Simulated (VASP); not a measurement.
Calculation: r2SCAN+rVV10, VASP's PBE PAW potentials (set 64) (plane waves; VASP 6.6.1).

Input for VASP

INCAR:
```
! general
SYSTEM  =SiO2
PREC    =Accurate
ENCUT   =520   ! plane-wave cut-off (eV)
LREAL   =F   ! projection in real space or not
LASPH   =T

! electronic loop
EDIFF   =1E-7   ! SCF stop (eV)
NELM    =100   ! most electronic steps
ALGO    =Normal   ! blocked Davidson
LMIXTAU =T

! smearing
ISMEAR  =0   ! Gaussian
SIGMA   =0.05

! functional
METAGGA =R2SCAN
LUSE_VDW=T
BPARAM  =11.95
CPARAM  =0.0093

! ions
IBRION  =2
NSW     =30   ! most ionic steps
ISIF    =4   ! ions and shape, fixed volume
EDIFFG  =-0.01   ! ionic stop

! output
LWAVE   =F
LCHARG  =F
```

### KPOINTS
```
Automatic mesh
0
Gamma
5 5 8
0 0 0
```

File POSCAR:
```
SiO2
1
    4.1749253003     0.0000000000     0.0000000000
    0.0000000000     4.1749253003     0.0000000000
    0.0000000000     0.0000000000     2.6711819115
Si O
2 4
Direct
  0.0000000000   0.0000000000   0.0000000000
  0.5000000000   0.5000000000   0.5000000000
  0.3056024461   0.3056024461   0.0000000000
  0.8056024461   0.1943975539   0.5000000000
  0.1943975539   0.8056024461   0.5000000000
  0.6943975539   0.6943975539   0.0000000000
```

POTCAR, in this order: Si O (PBE.64 set). Program: vasp_std.

What VASP printed:

### OUTCAR
```
 ion  position               nearest neighbor table
   1  0.000  0.000  0.000-   4 1.76   5 1.76   4 1.76   5 1.76   3 1.80   6 1.80
   2  0.500  0.500  0.500-   3 1.76   6 1.76   3 1.76   6 1.76   5 1.80   4 1.80
   3  0.306  0.306  0.000-   2 1.76   2 1.76   1 1.80
   4  0.806  0.194  0.500-   1 1.76   1 1.76   2 1.80
   5  0.194  0.806  0.500-   1 1.76   1 1.76   2 1.80
   6  0.694  0.694  0.000-   2 1.76   2 1.76   1 1.80
  LATTYP: Found a simple tetragonal cell.
 ALAT       =     4.1749253003
 C/A-ratio  =     0.6398154983
 Subroutine PRICEL returns:
 Original cell was already a primitive cell.
 Subroutine GETGRP returns: Found 16 space group operations
The static configuration has the point symmetry D_2h.
 The point group associated with its full space group is D_4h.
The dynamic configuration has the point symmetry D_2h.
 Subroutine INISYM returns: Found 16 space group operations
 Subroutine IBZKPT returns following result:
 Found     30 irreducible k-points:

 Following reciprocal coordinates:
            Coordinates               Weight
  0.000000  0.000000  0.000000      1.000000
  0.200000  0.000000  0.000000      4.000000
  0.400000  0.000000  0.000000      4.000000
...
```

OSZICAR:
```
       N       E                     dE             d eps       ncg     rms          rms(c)
DAV:   1     0.152931659354E+03    0.15293E+03   -0.18722E+04  1216   0.158E+03
DAV:   2    -0.649332859726E+02   -0.21786E+03   -0.20881E+03  1616   0.332E+02
DAV:   3    -0.720971684401E+02   -0.71639E+01   -0.71437E+01  1440   0.653E+01
DAV:   4    -0.721506453430E+02   -0.53477E-01   -0.53408E-01  1416   0.634E+00
DAV:   5    -0.721512325890E+02   -0.58725E-03   -0.58717E-03  1384   0.641E-01    0.179E+01
DAV:   6    -0.592617184396E+02    0.12890E+02   -0.10359E+01  1368   0.215E+01    0.987E+00
DAV:   7    -0.577852670824E+02    0.14765E+01   -0.19995E+00  1296   0.140E+01    0.336E+00
DAV:   8    -0.608405921485E+02   -0.30553E+01   -0.12393E+00  1332   0.958E+00    0.195E+00
DAV:   9    -0.577590448600E+02    0.30815E+01   -0.93798E-01  1304   0.729E+00    0.661E-01
DAV:  10    -0.579644756126E+02   -0.20543E+00   -0.59989E-02  1384   0.264E+00    0.451E-01
DAV:  11    -0.580664564845E+02   -0.10198E+00   -0.25802E-02  1348   0.134E+00    0.167E-01
DAV:  12    -0.581100352163E+02   -0.43579E-01   -0.20433E-02  1248   0.182E+00    0.115E-01
DAV:  13    -0.581102018524E+02   -0.16664E-03   -0.11693E-03  1316   0.400E-01    0.631E-02
DAV:  14    -0.581107059633E+02   -0.50411E-03   -0.77022E-04  1396   0.208E-01    0.270E-02
DAV:  15    -0.581107300082E+02   -0.24045E-04   -0.74902E-05  1360   0.927E-02    0.106E-02
DAV:  16    -0.581107512268E+02   -0.21219E-04   -0.10524E-05  1304   0.412E-02    0.791E-03
DAV:  17    -0.581107514199E+02   -0.19315E-06   -0.26420E-06  1416   0.118E-02    0.376E-03
DAV:  18    -0.581107518905E+02   -0.47058E-06   -0.19781E-07   828   0.503E-03    0.132E-03
DAV:  19    -0.581107519166E+02   -0.26059E-07   -0.12524E-07   744   0.338E-03
   1 F= -.58110752E+02 E0= -.58110752E+02  d E =-.581108E+02
       N       E                     dE             d eps       ncg     rms          rms(c)
DAV:   1    -0.581107965206E+02   -0.44630E-04   -0.67886E-03  1308   0.734E-01    0.458E-02
DAV:   2    -0.581107767932E+02    0.19727E-04   -0.75681E-05  1368   0.749E-02    0.272E-02
DAV:   3    -0.581107664940E+02    0.10299E-04   -0.26848E-05  1328   0.533E-02    0.202E-03
DAV:   4    -0.581107680049E+02   -0.15109E-05   -0.64528E-06  1256   0.348E-02    0.112E-03
DAV:   5    -0.581107682166E+02   -0.21170E-06   -0.24393E-06  1284   0.203E-02    0.101E-03
DAV:   6    -0.581107685035E+02   -0.28685E-06   -0.52271E-07  1284   0.842E-03    0.372E-04
DAV:   7    -0.581107686161E+02   -0.11259E-06   -0.85279E-08   836   0.324E-03    0.686E-05
DAV:   8    -0.581107686151E+02    0.95861E-09   -0.10400E-08   676   0.102E-03
   2 F= -.58110769E+02 E0= -.58110769E+02  d E =-.166985E-04
       N       E                     dE             d eps       ncg     rms          rms(c)
DAV:   1    -0.581107782256E+02   -0.96096E-05   -0.80664E-04  1300   0.253E-01    0.158E-02
DAV:   2    -0.581107758684E+02    0.23572E-05   -0.90016E-06  1368   0.258E-02    0.937E-03
DAV:   3    -0.581107745678E+02    0.13006E-05   -0.31813E-06  1328   0.183E-02    0.690E-04
DAV:   4    -0.581107747315E+02   -0.16373E-06   -0.75422E-07  1240   0.119E-02    0.384E-04
DAV:   5    -0.581107747457E+02   -0.14242E-07   -0.27842E-07   844   0.698E-03
   3 F= -.58110775E+02 E0= -.58110775E+02  d E =-.228292E-04
```

**OUTCAR**
```
------------------------ aborting loop because EDIFF is reached ----------------------------------------
  FORCE on cell =-STRESS in cart. coord.  units (eV):
  Direction    XX          YY          ZZ          XY          YZ          ZX
  --------------------------------------------------------------------------------------
  Total        0.0206417      0.0206417      0.0351853      0.0000000      0.0000000      0.0000000
  in kB        0.7103229      0.7103229      1.2107952      0.0000000      0.0000000      0.0000000
  external PRESSURE =       0.8771470 kB  Pullay stress =       0.0000000 kB
  volume of cell :       46.56
      direct lattice vectors                 reciprocal lattice vectors
     4.174185566  0.000000000  0.000000000     0.239567692  0.000000000  0.000000000
    -0.000000000  4.174185566  0.000000000     0.000000000  0.239567692  0.000000000
     0.000000000  0.000000000  2.672128750     0.000000000  0.000000000  0.374233465
 POSITION                                       TOTAL-FORCE (eV/Angst)
 -----------------------------------------------------------------------------------
      0.00000      0.00000      0.00000        -0.000000     -0.000000      0.000000
      2.08709      2.08709      1.33606        -0.000000     -0.000000      0.000000
      1.27584      1.27584      0.00000        -0.002407     -0.002407     -0.000000
      3.36293      0.81126      1.33606        -0.002407      0.002407      0.000000
      0.81126      3.36293      1.33606         0.002407     -0.002407      0.000000
      2.89835      2.89835      0.00000         0.002407      0.002407      0.000000
 -----------------------------------------------------------------------------------
    total drift:                                0.000000      0.000000     -0.000000
  FREE ENERGIE OF THE ION-ELECTRON SYSTEM (eV)
  ---------------------------------------------------
  free  energy   TOTEN  =       -58.1107747457 eV

  energy  without entropy=      -58.1107747457  energy(sigma->0) =      -58.11077475

 reached required accuracy - stopping structural energy minimisation
```
(Selected blocks of OUTCAR.)

**CONTCAR**
```
SiO2
   1.00000000000000
     4.1741855657527767    0.0000000000000000    0.0000000000000000
    -0.0000000000000000    4.1741855657527767    0.0000000000000000
     0.0000000000000000    0.0000000000000000    2.6721287503971087
  Si              O
     2     4
Direct
     0.0000000000000000    0.0000000000000000    0.0000000000000000
     0.5000000000000000    0.5000000000000000    0.5000000000000000
     0.3056488942891422    0.3056488942891422    0.0000000000000000
     0.8056488942891422    0.1943511057108507    0.5000000000000000
     0.1943511057108507    0.8056488942891422    0.5000000000000000
     0.6943511057108578    0.6943511057108578    0.0000000000000000
```

### OUTCAR
```
 val. band max:        7.8535929660   @ k =   0.0000   0.0000   0.0000

 cond. band min:      14.3832968187   @ k =   0.0000   0.0000   0.0000


 Fermi energy:         8.0545829105

 k-point     1 :       0.0000    0.0000    0.0000
  band No.  band energies     occupation
      1     -15.7281      2.00000
      2     -12.1177      2.00000
      3     -12.1177      2.00000
      4     -11.8211      2.00000
      5      -3.2444      2.00000
      6       1.3169      2.00000
      7       1.3169      2.00000
      8       1.4617      2.00000
      9       2.3330      2.00000
     10       2.6641      2.00000
     11       4.6461      2.00000
     12       4.6461      2.00000
     13       5.3343      2.00000
     14       6.9650      2.00000
     15       6.9650      2.00000
     16       7.8536      2.00000
     17      14.3833      0.00000
     18      15.4180      0.00000
     19      17.2534      0.00000
     20      17.2534      0.00000

 k-point     2 :       0.2000    0.0000    0.0000
  band No.  band energies     occupation
      1     -15.5157      2.00000
      2     -12.9130      2.00000
      3     -12.0131      2.00000
      4     -11.4683      2.00000
      5      -2.9448      2.00000
      6       0.3374      2.00000
      7       1.4412      2.00000
      8       2.1866      2.00000
      9       2.4960      2.00000
     10       3.3887      2.00000
     11       4.2937      2.00000
     12       4.7404      2.00000
     13       5.3663      2.00000
     14       6.1380      2.00000
     15       6.8942      2.00000
     16       7.5457      2.00000
     17      14.9996      0.00000
     18      15.7797      0.00000
     19      17.3480      0.00000
     20      17.3794      0.00000

 k-point     3 :       0.4000    0.0000    0.0000
  band No.  band energies     occupation
      1     -14.9038      2.00000
      2     -13.9775      2.00000
      3     -11.7486      2.00000
      4     -11.4808      2.00000
      5      -2.1561      2.00000
...
```

The compound is SiO2 in the rutile structure, stishovite, a high-pressure form. This run relaxes it. Symmetry was kept, so distortions that lower it aren't found.
